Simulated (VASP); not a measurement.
Computed with LDA (Ceperley-Alder, Perdew-Zunger), VASP's LDA PAW potentials (set 64) (plane waves; VASP 6.6.1).

The input files of a VASP run:

POSCAR:
```
NiAl
1
    2.8637476375     0.0000000000     0.0000000000
    0.0000000000     2.8637476375     0.0000000000
    0.0000000000     0.0000000000     2.8637476375
Al Ni
1 1
Direct
  0.5000000000   0.5000000000   0.5000000000
  0.0000000000   0.0000000000   0.0000000000
```

**KPOINTS**
```
Automatic mesh
0
Gamma
13 13 13
0 0 0
```

### INCAR
```
ALGO=Normal
EDIFF=1E-7
ENCUT=520
ISIF=2
ISMEAR=1
LASPH=.True.
LCHARG=.False.
LMAXMIX=4
LREAL=.False.
LWAVE=.False.
NELM=100
PREC=Accurate
SIGMA=0.1
SYSTEM=NiAl
```

POTCAR, in this order: Al Ni (LDA.64 set). Program: vasp_std.

The run wrote:

**OUTCAR**
```
 ion  position               nearest neighbor table
   1  0.500  0.500  0.500-   2 2.48   2 2.48   2 2.48   2 2.48   2 2.48   2 2.48   2 2.48   2 2.48
  LATTYP: Found a simple cubic cell.
 ALAT       =     2.8637476375
 Subroutine PRICEL returns:
 Original cell was already a primitive cell.
 Subroutine GETGRP returns: Found 48 space group operations
The static configuration has the point symmetry O_h .
The dynamic configuration has the point symmetry O_h .
 Subroutine INISYM returns: Found 48 space group operations
 Subroutine IBZKPT returns following result:
 Found     84 irreducible k-points:

 Following reciprocal coordinates:
            Coordinates               Weight
  0.000000  0.000000  0.000000      1.000000
  0.076923  0.000000  0.000000      6.000000
  0.153846  0.000000  0.000000      6.000000
  0.230769  0.000000  0.000000      6.000000
  0.307692  0.000000  0.000000      6.000000
  0.384615  0.000000  0.000000      6.000000
  0.461538  0.000000  0.000000      6.000000
  0.076923  0.076923  0.000000     12.000000
  0.153846  0.076923  0.000000     24.000000
  0.230769  0.076923  0.000000     24.000000
  0.307692  0.076923  0.000000     24.000000
  0.384615  0.076923  0.000000     24.000000
  0.461538  0.076923  0.000000     24.000000
  0.153846  0.153846  0.000000     12.000000
  0.230769  0.153846  0.000000     24.000000
  0.307692  0.153846  0.000000     24.000000
  0.384615  0.153846  0.000000     24.000000
  0.461538  0.153846  0.000000     24.000000
  0.230769  0.230769  0.000000     12.000000
  0.307692  0.230769  0.000000     24.000000
  0.384615  0.230769  0.000000     24.000000
  0.461538  0.230769  0.000000     24.000000
  0.307692  0.307692  0.000000     12.000000
  0.384615  0.307692  0.000000     24.000000
  0.461538  0.307692  0.000000     24.000000
  0.384615  0.384615  0.000000     12.000000
  0.461538  0.384615  0.000000     24.000000
  0.461538  0.461538  0.000000     12.000000
  0.076923  0.076923  0.076923      8.000000
  0.153846  0.076923  0.076923     24.000000
  0.230769  0.076923  0.076923     24.000000
  0.307692  0.076923  0.076923     24.000000
  0.384615  0.076923  0.076923     24.000000
  0.461538  0.076923  0.076923     24.000000
  0.153846  0.153846  0.076923     24.000000
  0.230769  0.153846  0.076923     48.000000
  0.307692  0.153846  0.076923     48.000000
  0.384615  0.153846  0.076923     48.000000
  0.461538  0.153846  0.076923     48.000000
  0.230769  0.230769  0.076923     24.000000
   k-points           NKPTS =     84   k-points in BZ     NKDIM =     84   number of bands    NBANDS=     10
   number of dos      NEDOS =    301   number of ions     NIONS =      2
   total plane-waves  NPLWV =  13824
   dimension x,y,z NGX =    24 NGY =   24 NGZ =   24
   dimension x,y,z NGXF=    48 NGYF=   48 NGZF=   48
   ions per type =               1   1
   PREC   = accura    normal or accurate (medium, high low for compatibility)
   ISTART =      0    job   : 0-new  1-cont  2-samecut
   ICHARG =      2    charge: 1-file 2-atom 10-const
   ISPIN  =      1    spin polarized calculation?
   LNONCOLLINEAR =      F non collinear calculations
   LSORBIT =      F    spin-orbit coupling
   INIWAV =      1    electr: 0-lowe 1-rand  2-diag
   ENCUT  =  520.0 eV  38.22 Ry    6.18 a.u.   5.32  5.32  5.32*2*pi/ulx,y,z
   NELM   =    100;   NELMIN=  2; NELMDL= -5     # of ELM steps
   EDIFF  = 0.1E-06   stopping-criterion for ELM
   LREAL  =      F    real-space projection
   NLSPLINE    = F    spline interpolate recip. space projectors
   LMAXMIX     =    4 max onsite mixed and CHGCAR
   VOSKOWN=      0    Vosko Wilk Nusair interpolation
...
```

### OSZICAR
```
       N       E                     dE             d eps       ncg     rms          rms(c)
DAV:   1     0.386576542594E+02    0.38658E+02   -0.57548E+03  1696   0.139E+03
DAV:   2    -0.122942135529E+02   -0.50952E+02   -0.48566E+02  1686   0.209E+02
DAV:   3    -0.135713840591E+02   -0.12772E+01   -0.12635E+01  1992   0.425E+01
DAV:   4    -0.135913660390E+02   -0.19982E-01   -0.19972E-01  1976   0.471E+00
DAV:   5    -0.135919195099E+02   -0.55347E-03   -0.55345E-03  1898   0.827E-01    0.118E+01
DAV:   6    -0.152284263687E+02   -0.16365E+01   -0.54126E+01  1886   0.130E+02    0.147E+01
DAV:   7    -0.122142030632E+02    0.30142E+01   -0.15711E+01  1858   0.780E+01    0.105E+00
DAV:   8    -0.122044725853E+02    0.97305E-02   -0.36443E-01  2048   0.744E+00    0.101E+00
DAV:   9    -0.121888569102E+02    0.15616E-01   -0.52436E-02  1982   0.380E+00    0.167E-01
DAV:  10    -0.121884630773E+02    0.39383E-03   -0.95234E-04  1862   0.437E-01    0.862E-02
DAV:  11    -0.121884577751E+02    0.53022E-05   -0.45342E-05  2304   0.975E-02    0.246E-02
DAV:  12    -0.121884574562E+02    0.31895E-06   -0.12595E-06  1954   0.203E-02    0.498E-03
DAV:  13    -0.121884571572E+02    0.29896E-06   -0.10310E-06  1688   0.134E-02    0.158E-03
DAV:  14    -0.121884571538E+02    0.34725E-08   -0.71916E-08   938   0.274E-03
   1 F= -.12188457E+02 E0= -.12188547E+02  d E =0.268819E-03
```

### OUTCAR
```
------------------------ aborting loop because EDIFF is reached ----------------------------------------
  FORCE on cell =-STRESS in cart. coord.  units (eV):
  Direction    XX          YY          ZZ          XY          YZ          ZX
  --------------------------------------------------------------------------------------
  Total       -0.8144834     -0.8144834     -0.8144834      0.0000000      0.0000000     -0.0000000
  in kB      -55.5633683    -55.5633683    -55.5633683      0.0000000      0.0000000     -0.0000000
  external PRESSURE =     -55.5633683 kB  Pullay stress =       0.0000000 kB
  volume of cell :       23.49
      direct lattice vectors                 reciprocal lattice vectors
     2.863747637  0.000000000  0.000000000     0.349192780  0.000000000  0.000000000
     0.000000000  2.863747637  0.000000000     0.000000000  0.349192780  0.000000000
     0.000000000  0.000000000  2.863747637     0.000000000  0.000000000  0.349192780
 POSITION                                       TOTAL-FORCE (eV/Angst)
 -----------------------------------------------------------------------------------
      1.43187      1.43187      1.43187         0.000000      0.000000      0.000000
      0.00000      0.00000      0.00000         0.000000      0.000000      0.000000
 -----------------------------------------------------------------------------------
    total drift:                                0.000000      0.000000      0.000000
  FREE ENERGIE OF THE ION-ELECTRON SYSTEM (eV)
  ---------------------------------------------------
  free  energy   TOTEN  =       -12.1884571538 eV

  energy  without entropy=      -12.1887259726  energy(sigma->0) =      -12.18854676
```
(Selected blocks of OUTCAR.)

The compound is NiAl in the CsCl type structure. This cell is one point of a volume scan, at 1.03 of the reference volume. The run is not spin-polarised, so no magnetic state was tried. The electron count is odd and the run is not spin-polarised, which forces a metal.
